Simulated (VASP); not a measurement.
Level of theory: r2SCAN meta-GGA, VASP's PBE PAW potentials (set 64) (plane waves; VASP).

Input for VASP

File POSCAR:
```
KF
1.0
  0.0000000000   2.6589489992   2.6589489992
  2.6589489992   0.0000000000   2.6589489992
  2.6589489992   2.6589489992   0.0000000000
K F
1 1
Cart
  0.0000000000   0.0000000000   0.0000000000
  2.6589489992   2.6589489992   2.6589489992
```

**KPOINTS**
```
K-points
0
Gamma
8 8 8
```

INCAR:
```
! general
SYSTEM  = KF
PREC    = Accurate
ENCUT   = 600
LREAL   = F
LASPH   = T

! electronic loop
EDIFF   = 1E-7
NELM    = 100
ALGO    = Normal
LMIXTAU = T

! smearing
ISMEAR  = 0
SIGMA   = 0.05

! functional
METAGGA = R2SCAN

! ions
ISIF    = 2

! output
LWAVE   = F
LCHARG  = F
```

POTCAR, in this order: K_sv F (PBE.64 set). Program: vasp_std.

What VASP printed:

OUTCAR:
```
 ion  position               nearest neighbor table
   1  0.000  0.000  0.000-   2 2.66   2 2.66   2 2.66   2 2.66   2 2.66   2 2.66
   2  0.500  0.500  0.500-   1 2.66   1 2.66   1 2.66   1 2.66   1 2.66   1 2.66
  LATTYP: Found a face centered cubic cell.
 ALAT       =     5.3178979984
 Subroutine PRICEL returns:
 Original cell was already a primitive cell.
 Subroutine GETGRP returns: Found 48 space group operations
The static configuration has the point symmetry O_h .
The dynamic configuration has the point symmetry O_h .
 Subroutine INISYM returns: Found 48 space group operations
 Subroutine IBZKPT returns following result:
 Found     29 irreducible k-points:

 Following reciprocal coordinates:
            Coordinates               Weight
  0.000000  0.000000  0.000000      1.000000
  0.125000  0.000000  0.000000      8.000000
  0.250000  0.000000  0.000000      8.000000
  0.375000  0.000000  0.000000      8.000000
  0.500000  0.000000  0.000000      4.000000
  0.125000  0.125000  0.000000      6.000000
  0.250000  0.125000  0.000000     24.000000
  0.375000  0.125000  0.000000     24.000000
  0.500000  0.125000  0.000000     24.000000
...
```

**OSZICAR**
```
       N       E                     dE             d eps       ncg     rms          rms(c)
DAV:   1     0.114597042308E+03    0.11460E+03   -0.93230E+03   696   0.147E+03
DAV:   2    -0.156371432832E+02   -0.13023E+03   -0.11875E+03   880   0.364E+02
DAV:   3    -0.207188009339E+02   -0.50817E+01   -0.50566E+01   900   0.674E+01
DAV:   4    -0.208835907580E+02   -0.16479E+00   -0.16466E+00  1084   0.994E+00
DAV:   5    -0.208848424954E+02   -0.12517E-02   -0.12517E-02   888   0.995E-01    0.593E+00
DAV:   6    -0.152915008483E+02    0.55933E+01   -0.28011E+00   992   0.197E+01    0.233E+00
DAV:   7    -0.149298711034E+02    0.36163E+00   -0.83077E-01  1084   0.116E+01    0.181E+00
DAV:   8    -0.160205157591E+02   -0.10906E+01   -0.56851E-01  1008   0.968E+00    0.929E-01
DAV:   9    -0.145707932809E+02    0.14497E+01   -0.35061E-01   700   0.671E+00    0.745E-01
DAV:  10    -0.149815738530E+02   -0.41078E+00   -0.27174E-01   716   0.598E+00    0.203E-01
DAV:  11    -0.150580282891E+02   -0.76454E-01   -0.10503E-02  1016   0.133E+00    0.269E-01
DAV:  12    -0.150391509949E+02    0.18877E-01   -0.40586E-04   904   0.286E-01    0.271E-01
DAV:  13    -0.149749071583E+02    0.64244E-01   -0.32597E-02   700   0.287E+00    0.235E-01
DAV:  14    -0.149746811224E+02    0.22604E-03   -0.46615E-04   904   0.292E-01    0.205E-01
DAV:  15    -0.149749473967E+02   -0.26627E-03   -0.32531E-04   724   0.283E-01    0.195E-01
DAV:  16    -0.149756948676E+02   -0.74747E-03   -0.19656E-03   728   0.551E-01    0.103E-01
DAV:  17    -0.149758082282E+02   -0.11336E-03   -0.94325E-05   892   0.131E-01    0.855E-02
DAV:  18    -0.149757698891E+02    0.38339E-04   -0.10255E-04   788   0.111E-01    0.513E-02
DAV:  19    -0.149758067463E+02   -0.36857E-04   -0.35465E-05   728   0.823E-02    0.287E-02
DAV:  20    -0.149758121268E+02   -0.53805E-05   -0.86785E-06   840   0.331E-02    0.107E-02
DAV:  21    -0.149758160440E+02   -0.39172E-05   -0.13348E-06   856   0.156E-02    0.553E-03
DAV:  22    -0.149758176606E+02   -0.16166E-05   -0.78627E-07   776   0.899E-03    0.801E-04
DAV:  23    -0.149758185915E+02   -0.93092E-06   -0.71471E-07   724   0.109E-02    0.116E-03
DAV:  24    -0.149758185432E+02    0.48276E-07   -0.54756E-08   548   0.308E-03
   1 F= -.14975819E+02 E0= -.14975819E+02  d E =-.498709E-16
```

**OUTCAR**
```
------------------------ aborting loop because EDIFF is reached ----------------------------------------
  FORCE on cell =-STRESS in cart. coord.  units (eV):
  Direction    XX          YY          ZZ          XY          YZ          ZX
  --------------------------------------------------------------------------------------
  Total       -0.0089041     -0.0089041     -0.0089041      0.0000000     -0.0000000      0.0000000
  in kB       -0.3794387     -0.3794387     -0.3794387      0.0000000     -0.0000000      0.0000000
  external PRESSURE =      -0.3794387 kB  Pullay stress =       0.0000000 kB
  volume of cell :       37.60
      direct lattice vectors                 reciprocal lattice vectors
     0.000000000  2.658948999  2.658948999    -0.188044224  0.188044224  0.188044224
     2.658948999  0.000000000  2.658948999     0.188044224 -0.188044224  0.188044224
     2.658948999  2.658948999  0.000000000     0.188044224  0.188044224 -0.188044224
  FREE ENERGIE OF THE ION-ELECTRON SYSTEM (eV)
  ---------------------------------------------------
  free  energy   TOTEN  =       -14.9758185432 eV

  energy  without entropy=      -14.9758185432  energy(sigma->0) =      -14.97581854
```
(Selected blocks of OUTCAR.)

### OUTCAR
```
 val. band max:       -3.3147431601   @ k =   0.0000   0.0000   0.0000

 cond. band min:       3.5945618506   @ k =   0.0000   0.0000   0.0000


 Fermi energy:        -3.0459217469

 k-point     1 :       0.0000    0.0000    0.0000
  band No.  band energies     occupation
      1     -30.3945      2.00000
      2     -23.1130      2.00000
      3     -12.8698      2.00000
      4     -12.8698      2.00000
      5     -12.8698      2.00000
      6      -3.3148      2.00000
      7      -3.3147      2.00000
      8      -3.3147      2.00000
      9       3.5946      0.00000
     10       8.1802      0.00000
     11       8.1802      0.00000
     12       8.1802      0.00000

 k-point     2 :       0.1250    0.0000    0.0000
  band No.  band energies     occupation
      1     -30.3798      2.00000
      2     -23.1265      2.00000
      3     -12.9117      2.00000
      4     -12.8751      2.00000
      5     -12.8751      2.00000
      6      -3.4505      2.00000
      7      -3.3675      2.00000
      8      -3.3675      2.00000
      9       4.0322      0.00000
     10       7.8794      0.00000
     11       8.4000      0.00000
     12       8.4000      0.00000

 k-point     3 :       0.2500    0.0000    0.0000
  band No.  band energies     occupation
      1     -30.3441      2.00000
      2     -23.1593      2.00000
      3     -13.0121      2.00000
      4     -12.8879      2.00000
      5     -12.8879      2.00000
      6      -3.7412      2.00000
      7      -3.4921      2.00000
      8      -3.4920      2.00000
      9       5.1207      0.00000
     10       7.4788      0.00000
     11       8.9499      0.00000
     12       8.9499      0.00000

 k-point     4 :       0.3750    0.0000    0.0000
  band No.  band energies     occupation
      1     -30.3078      2.00000
      2     -23.1927      2.00000
      3     -13.1112      2.00000
      4     -12.9005      2.00000
      5     -12.9005      2.00000
      6      -3.9958      2.00000
...
```

The compound is KF in the rock salt structure. It was relaxed first.
